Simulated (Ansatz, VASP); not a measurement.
# Mg2Co: VASP beside Ansatz, part 2 of 2

Wanted: the spread between two codes on one cell, functional and k mesh. The cell is invented: other elements were put on sites of a known structure type. It may not be a known or stable phase. The cell is taken from a series of VASP runs on this material, whose earlier steps may have relaxed, scaled or displaced it; both programs get it as it stands.

VASP 6.6.1 and Ansatz 0.2.0.

So far: Starting point; VASP: relaxation of cell and atoms, LDA.

## Step 3: Ansatz: relaxation of cell and atoms, LDA

Level of this step: Ansatz beside VASP: Kohn-Sham DFT, plane waves, LDA (Ansatz).

Ansatz runs on its default PAW (the set named soft_2) files.

The same cell, functional (in two slightly different forms), mesh and smearing now go to Ansatz, which takes its cutoff from its data sets.

Input file input.yaml:

```yaml
crystal:
  lattice:
    - [2.7252281105, 0.0, 0.0]
    - [0.0, 2.7252281105, 0.0]
    - [0.0, 0.0, 6.5519004755]
  atoms:
    - { symbol: Mg, position: [0.5, 0.0, 0.8115687119] }
    - { symbol: Mg, position: [0.0, 0.5, 0.1884312881] }
    - { symbol: Co, position: [0.0, 0.0, 0.5], spin: 2.0 }
hamiltonian:
  xc: lda
  pseudopotentials: { kind: paw }
magnetization:
  spin_polarized: true
kpoints:
  mp_grid: { grid: [8, 8, 4] }
scf:
  occupations: { method: fermi_dirac, width: 0.05 }
relax:
  f_tol: 0.01
  max_steps: 60
  cell: { stress_tol: 0.05 }
output:
  forces: true
  stress: true
```

Started as:

```bash
$ ansatz run input.yaml --threads 4 --pin off --max-ram 9216MiB --backend cpu --events-out ev --progress --plain --runs-dir out
```

Numbers of over 12 decimals in the logs are rounded to 6 here.

Log:

```text
Engine: ansatz 0.2.0, aarch64-unknown-linux-gnu
Pseudopotentials: kind: paw
Pseudopotential: Mg, paw, valence charge 10, recommended cutoff 420 eV (normal), Mg.paw.azcp
Pseudopotential: Co, paw, valence charge 17, recommended cutoff 420 eV (normal), Co.paw.azcp
Functional definition: SPW92
  exchange = slater_x
  correlation = pw_c
Crystal: 3 atoms, lattice volume = 48.660 Å³
Basis set: ecut = 420 eV, 961 PW (Γ)
Bands: 24, of which v1, the nominal top of the filled ones, is band 19 counted from 1 (18 counted from 0)
Symmetry: 8 space group operations
Space group: P-4m2 (ITA 115), of the structure as read, at distance tolerance 3.7e-5 Å
Magnetic group: BNS 115.283 (UNI 943), of the structure as read, at distance tolerance 3.7e-5 Å
k-points: 45 of 256 (time reversal used)
Non-local potential: Mg, projectors of the file, l = 0: 3, l = 1: 2, l = 2: 1
Non-local potential: Co, projectors of the file, l = 0: 3, l = 1: 2, l = 2: 3, l = 3: 1
PAW form: soft (Blöchl's): semilocal exchange-correlation on the pseudo side does not see the compensation charge
PAW frozen core: Mg, regenerated for the run's functional, and the local potential with it (the file was generated under x = pbe(κ = 0.804, μ = 0.219515), c = pbe(β = 0.066725))
PAW frozen core: Co, regenerated for the run's functional, and the local potential with it (the file was generated under x = pbe(κ = 0.804, μ = 0.219515), c = pbe(β = 0.066725))
PAW one-centre angular grid: Mg, 110 points (default); XC on 64 Gauss nodes
PAW one-centre angular grid: Co, 590 points (default); XC on 64 Gauss nodes
Initial density: superposition of atomic densities (chi_scale 0.1, normalization cell, long waves kept (reshape's long-wave potential 0.15 eV rms))
Starting moments: Σ|m| = 2 μB on 1 of 3 sites
Initial wavefunctions: pseudopotential atomic-orbital guess
Functional: x = slater, c = lda
SCF iter   1: F=—  HF=-8863.879261 eV  |F-HF|=—  |Δ(HF+E_count)|=         —  Δρ=4.17e-2 (↑3.51e-2 ↓4.17e-2)  dr2=2.07e0  dr2_m=7.52e-2  M=1.778 μB ∫|m|=1.932 μB  β_m=0.30  ethr=3.10e-3  ⟨swp⟩=5.6  Hψ=8786  notcnv=0
Mixer restart at iter 1: flushing history
preconditioner: auto → Kerker (q_TF=auto, 2.607 Å⁻¹)  [metal: Δε(μ)=0.021 eV  Ē_g=6.162 eV  σ=0.050 eV  W_gap=0.10  n_scr=16 (ndim 8)  ℏωp=19.2 eV  f_vac=0.000  D(μ)=2.34/eV (n_scr^D=18)]
spin=Collinear: Kerker preconditioning applied to the charge; magnetization (m = ρ↑ − ρ↓) channel mixes plain (no charge-response kernel on spin).
SCF iter   2: F=—  HF=-8863.224052 eV  |F-HF|=—  |Δ(HF+E_count)|=   6.55e-1  Δρ=1.89e-2 (↑8.99e-3 ↓1.89e-2)  dr2=1.09e-1  dr2_m=4.90e-2  M=1.631 μB ∫|m|=1.836 μB  β_m=0.31  ethr=3.10e-3  ⟨swp⟩=2.0  Hψ=3803  notcnv=0  defer=28
SCF iter   3: F=—  HF=-8863.526093 eV  |F-HF|=—  |Δ(HF+E_count)|=         —  Δρ=3.31e-2 (↑1.46e-2 ↓3.31e-2)  dr2=1.92e-1  dr2_m=2.33e-1  M=1.399 μB ∫|m|=1.566 μB  β_m=0.31  ethr=2.95e-4  ⟨swp⟩=2.0  Hψ=3257  notcnv=0  defer=29
Mixer restart at iter 3: flushing history
SCF iter   4: F=—  HF=-8863.831208 eV  |F-HF|=—  |Δ(HF+E_count)|=   3.05e-1  Δρ=2.87e-2 (↑1.36e-2 ↓2.87e-2)  dr2=1.99e-1  dr2_m=1.89e-1  M=1.340 μB ∫|m|=1.495 μB  β_m=0.60  ethr=2.95e-4  ⟨swp⟩=2.0  Hψ=3115  notcnv=0  defer=29
SCF iter   5: F=—  HF=-8864.265712 eV  |F-HF|=—  |Δ(HF+E_count)|=   4.35e-1  Δρ=1.88e-2 (↑7.09e-3 ↓1.88e-2)  dr2=2.62e-1  dr2_m=6.80e-2  M=1.140 μB ∫|m|=1.275 μB  β_m=0.81  ethr=2.95e-4  ⟨swp⟩=2.9  Hψ=5070  notcnv=0  defer=38
SCF iter   6: F=—  HF=-8864.227074 eV  |F-HF|=—  |Δ(HF+E_count)|=   3.86e-2  Δρ=4.03e-2 (↑1.92e-2 ↓4.03e-2)  dr2=1.00e0  dr2_m=5.53e-2  M=1.134 μB ∫|m|=1.287 μB  β_m=0.54  ethr=2.95e-4  ⟨swp⟩=3.7  Hψ=5121  notcnv=0  defer=40  recentre
SCF iter   7: F=—  HF=-8864.248569 eV  |F-HF|=—  |Δ(HF+E_count)|=   2.15e-2  Δρ=5.30e-3 (↑1.32e-3 ↓5.30e-3)  dr2=1.02e-2  dr2_m=3.10e-3  M=1.145 μB ∫|m|=1.290 μB  β_m=0.77  ethr=2.95e-4  ⟨swp⟩=3.0  Hψ=5220  notcnv=0  defer=43
SCF iter   8: F=—  HF=-8864.252160 eV  |F-HF|=—  |Δ(HF+E_count)|=   3.59e-3  Δρ=2.32e-3 (↑6.22e-4 ↓2.32e-3)  dr2=8.07e-3  dr2_m=6.34e-4  M=1.180 μB ∫|m|=1.327 μB  β_m=0.85  ethr=2.75e-5  ⟨swp⟩=2.0  Hψ=4537  notcnv=0  defer=43
SCF iter   9: F=—  HF=-8864.252216 eV  |F-HF|=—  |Δ(HF+E_count)|=   5.61e-5  Δρ=2.44e-3 (↑5.57e-4 ↓2.44e-3)  dr2=5.28e-3  dr2_m=4.28e-4  M=1.178 μB ∫|m|=1.330 μB  β_m=0.86  ethr=2.18e-5  ⟨swp⟩=1.0  Hψ=2192  notcnv=0  defer=43
SCF iter  10: F=—  HF=-8864.252049 eV  |F-HF|=—  |Δ(HF+E_count)|=   1.67e-4  Δρ=2.57e-4 (↑2.43e-4 ↓2.57e-4)  dr2=1.29e-4  dr2_m=9.37e-8  M=1.183 μB ∫|m|=1.338 μB  β_m=0.93  ethr=1.43e-5  ⟨swp⟩=1.6  Hψ=2285  notcnv=0  defer=43
SCF iter  11: F=—  HF=-8864.252045 eV  |F-HF|=—  |Δ(HF+E_count)|=   4.45e-6  Δρ=9.69e-5 (↑2.06e-5 ↓9.69e-5)  dr2=7.04e-6  dr2_m=8.05e-7  M=1.184 μB ∫|m|=1.340 μB  β_m=0.93  ethr=3.48e-7  ⟨swp⟩=1.8  Hψ=2448  notcnv=0  defer=43
SCF iter  12: F=—  HF=-8864.252045 eV  |F-HF|=—  |Δ(HF+E_count)|=   5.32e-7  Δρ=1.15e-4 (↑1.69e-5 ↓1.15e-4)  dr2=5.80e-6  dr2_m=1.85e-6  M=1.184 μB ∫|m|=1.340 μB  β_m=0.93  ethr=1.90e-8  ⟨swp⟩=1.1  Hψ=2166  notcnv=0  defer=43
SCF iter  13: F=—  HF=-8864.252046 eV  |F-HF|=—  |Δ(HF+E_count)|=   5.04e-7  Δρ=1.44e-5 (↑5.32e-6 ↓1.44e-5)  dr2=5.14e-8  dr2_m=3.94e-8  M=1.184 μB ∫|m|=1.340 μB  β_m=0.86  ethr=1.57e-8  ⟨swp⟩=2.0  Hψ=2615  notcnv=0  defer=43
SCF iter  14: F=—  HF=-8864.252046 eV  |F-HF|=—  |Δ(HF+E_count)|=   2.46e-9  Δρ=5.54e-6 (↑4.46e-6 ↓5.54e-6)  dr2=3.07e-9  dr2_m=9.92e-9  M=1.184 μB ∫|m|=1.340 μB  β_m=0.87  ethr=1.39e-10  ⟨swp⟩=2.3  Hψ=3103  notcnv=0  defer=43
SCF iter  15: F=-8864.252046 eV  HF=-8864.252046 eV  |F-HF|=5.98e-10  |Δ(HF+E_count)|=   3.04e-9  Δρ=2.33e-6 (↑4.02e-7 ↓2.33e-6)  dr2=8.36e-10  dr2_m=5.55e-10  M=1.184 μB ∫|m|=1.340 μB  ethr=8.30e-12  ⟨swp⟩=1.7  Hψ=5677  notcnv=0
SCF 1 converged in 15 iterations: F = -8864.252046 eV  dr2 = 8.36e-10
  greatest PAW one-centre occupation: 1.003 electrons in one spin orbital (limit 2), on the Co atom at site 2 (counted from 0), in its partial waves of l = 1
relax step   1: F+E_penalty+E_count = -8864.25204572 eV  Δ(F+E_penalty+E_count) = +0.000e0 eV  max|allowed force component| = 2.971e-1 eV/Å  Δτ_max = 0.0000 Å  P = +2.917 GPa  Ω = 48.660 Å³  (15 SCF iters, dr2 threshold 1.00e-7 eV, accepted)
[... from here on, the SCF cycles and remarks between the steps are left out ...]
relax step   2: F+E_penalty+E_count = -8864.27321049 eV  Δ(F+E_penalty+E_count) = -2.116e-2 eV  max|allowed force component| = 4.536e-1 eV/Å  Δτ_max = 0.0451 Å  P = +0.654 GPa  Ω = 50.377 Å³  energy of the carried Pulay correction = -6.085e-4 eV  (10 SCF iters, dr2 threshold 3.00e-7 eV, accepted)
relax step   3: F+E_penalty+E_count = -8864.30044321 eV  Δ(F+E_penalty+E_count) = -2.723e-2 eV  max|allowed force component| = 1.566e-1 eV/Å  Δτ_max = 0.0855 Å  P = -1.041 GPa  Ω = 50.663 Å³  energy of the carried Pulay correction = -7.079e-4 eV  (11 SCF iters, dr2 threshold 3.00e-7 eV, accepted)
relax step   4: F+E_penalty+E_count = -8864.30566735 eV  Δ(F+E_penalty+E_count) = -5.224e-3 eV  max|allowed force component| = 1.306e-2 eV/Å  Δτ_max = 0.0202 Å  P = -0.103 GPa  Ω = 50.120 Å³  energy of the carried Pulay correction = -5.188e-4 eV  (9 SCF iters, dr2 threshold 3.00e-7 eV, accepted)
relax step   5: F+E_penalty+E_count = -8864.30576018 eV  Δ(F+E_penalty+E_count) = -9.283e-5 eV  max|allowed force component| = 1.636e-3 eV/Å  Δτ_max = 0.0018 Å  P = -0.032 GPa  Ω = 50.047 Å³  energy of the carried Pulay correction = -4.931e-4 eV  (7 SCF iters, dr2 threshold 5.25e-8 eV, accepted)
relax step   6: F+E_penalty+E_count = -8864.30577954 eV  Δ(F+E_penalty+E_count) = -1.936e-5 eV  max|allowed force component| = 2.017e-4 eV/Å  Δτ_max = 0.0002 Å  P = -0.000 GPa  Ω = 50.015 Å³  energy of the carried Pulay correction = -4.819e-4 eV  (9 SCF iters, dr2 threshold 8.28e-9 eV, accepted)
relax step   7: F+E_penalty+E_count = -8864.30686536 eV  Δ(F+E_penalty+E_count) = -1.086e-3 eV  max|allowed force component| = 1.907e-6 eV/Å  Δτ_max = 0.0000 Å  P = +0.051 GPa  Ω = 50.015 Å³  stress off target by 1.16e-1 GPa  SCF on the basis re-selected at this cell (its energy is not comparable with the rows above)  (12 SCF iters)
relax step   8: F+E_penalty+E_count = -8864.30686416 eV  Δ(F+E_penalty+E_count) = +1.197e-6 eV  max|allowed force component| = 1.008e-4 eV/Å  Δτ_max = 0.0003 Å  P = +0.002 GPa  Ω = 50.050 Å³  energy of the carried Pulay correction = -1.321e-5 eV  (7 SCF iters, dr2 threshold 3.37e-8 eV, accepted)
relax step   9: F+E_penalty+E_count = -8864.30687433 eV  Δ(F+E_penalty+E_count) = -1.017e-5 eV  max|allowed force component| = 9.681e-5 eV/Å  Δτ_max = 0.0000 Å  P = +0.002 GPa  Ω = 50.050 Å³  stress off target by 2.10e-3 GPa  SCF on the basis re-selected at this cell (its energy is not comparable with the rows above)  (8 SCF iters)
basis re-selected at this cell: Δ(F+E_penalty+E_count) = -1.017e-5 eV, ΔP = +0.000 GPa vs the last step (what re-selecting the basis moved, of the pressure what is left beyond the Pulay correction that the steps carried, after the strain that the cell walked since its last selection, with what the two solves' SCF thresholds leave and, on support functions, any second-order correction that the steps lacked; it is no m [...]
SCF converged after 8 iterations
Magnetization: 1.2987 μB (19.1493 up, 17.8507 down)
Absolute magnetization: 1.4953 μB (∫|ρ↑−ρ↓|, with the PAW one-centre terms)
Spin contamination: 0.0544 ħ² per cell (⟨S²⟩ above its minimum at these occupations)
Per-site moments (μB) at R_I (Å): [(-0.014104, 1.047877), (-0.014104, 1.047877), (1.379685, 1.047877)]
Free energy (F): -8864.306874 eV
Harris-Foulkes:  -8864.306874 eV  (|F-HF|=2.18e-11)
Internal energy: -8864.280731 eV  (E = F + TS)
E sigma→0 (E₀):  -8864.293803 eV
Entropy (-TS):   -0.026143 eV (-8.714 meV/atom)
Fermi energy:    9.018684 eV
--- Per-component energies (eV) ---
  E_band       = -1034.891057
  E_kinetic    = 605.930000
  E_local      = -7136.142003  (includes V_loc(G=0)·N_el)
  E_nonlocal   = 658.265365
  E_hartree    = 2832.623577
  E_xc         = -213.666128
  E_vxc        = -277.475018  (∫ρ·V_xc dr)
  E_paw        = -1997.590486  (= ΣΔE_a)
  E_vpaw       = -550.716185  (= ΣTr[D̂ρ^β])
  E_aug_tail   = 0.000035  (compensation charges beyond the density's cutoff)
  E_ewald      = -3614.420300
  E_core_change = 0.719209  (= ΣΔE_core)
  E_smearing   = -0.026143  (= −TS)
  E_closure    = 0.000000  (closes the sum)
  Σ components = -8864.306874   (vs F -8864.306874, Δ=0.00e0)
--- Forces (eV/Å), atoms counted from 1 ---
  atom   1  Mg    -0.00000000     0.00000000     0.00009681
  atom   2  Mg     0.00000000     0.00000000    -0.00009681
  atom   3  Co    -0.00000000    -0.00000000    -0.00000000
  max |Σ_I F_I| component: 1.04e-17 eV/Å
--- Stress (GPa, compression-positive) ---
        0.002097       0.000000       0.000000
        0.000000       0.002097       0.000000
        0.000000       0.000000       0.002102
  P = ⅓ Tr σ = 0.0021 GPa (0.021 kbar)
--- Relaxed structure (7 steps of the walk, 7 accepted, 2 SCFs on fresh bases) ---
  F+E_penalty+E_count = -8864.30687433 eV   max|allowed force component| = 9.681e-5 eV/Å   (the final SCF, on the basis selected at the relaxed cell)
  cell:  # Å, volume = 50.0496 Å³
    - [2.708029, 0, -4.583387592245397e-18]
    - [0, 2.708029, 0]
    - [-1.1019224126351686e-17, 0, 6.824861]
  atoms:
    - { symbol: Mg, position: [0.5, 0, 0.814933] }
    - { symbol: Mg, position: [2.2449202501176647e-19, 0.5, 0.185067] }
    - { symbol: Co, position: [0, 0, 0.500000] }
```

Run time: 28 s. Hardware: 4 threads of Arm Neoverse V1, shared host; peak memory 0.41 GiB.

## Step 4: Side by side

Known differences besides the potentials themselves: the two LDA forms differ slightly; both relaxations stop at a tolerance, which leaves soft axes loose, and VASP keeps its plane-wave basis; the data sets hold 37 valence electrons in Ansatz (default PAW (the set named soft_2) files) and 13 in VASP; the cutoff is 420 eV in Ansatz and 400 eV in VASP; VASP's log shows a relativistic correction to its local exchange, Ansatz's none; Ansatz adds a Pulay correction to the stress that steers its cell, VASP none; site moments are counted in spheres of each program's own size. Total energies have different zeros and are not compared.

Compared:

```
                                         quantity  Ansatz   VASP  difference
                                      volume (Å³)   50.05  49.58     +0.94 %
edge a after relaxation, in the typed setting (Å)   2.708  2.702     +0.23 %
edge c after relaxation, in the typed setting (Å)   6.825  6.793     +0.47 %
                                total moment (μB)    1.30   1.26       +0.04
                               moment on Co3 (μB)    1.38   1.31       +0.06
```

The walks stopped with 0.00 GPa left in Ansatz and 0.05 GPa in VASP; each walk ends within a tolerance, so the volume difference is uncertain by about these residues over the bulk modulus, most in soft cells.

## Step 5: Summary of results

```
difference in volume (relaxation of cell and atoms, LDA) : 0.94 %
```

The difference in volume is 0.94 % (relaxation of cell and atoms, LDA), within the 1.2 % picked in this series as the mark of a large difference, as far as the stopping tolerances let one tell. Such differences can come from data sets, numerical settings and the points named under the comparisons, not from the functional's error against experiment.

[Lines on the potential files, build, host, timing and source positions are cut from VASP's logs without a mark.]

[Logs are printed without paths, hosts, clocks, repeated set-up lines and the standing remarks that a program may print on its own settings, such as how far it seeks lower states.]

[Hosts, paths, dates, database ids (printed as entryN), source tags and the programs' standing remarks are cut or masked in the printed files.]
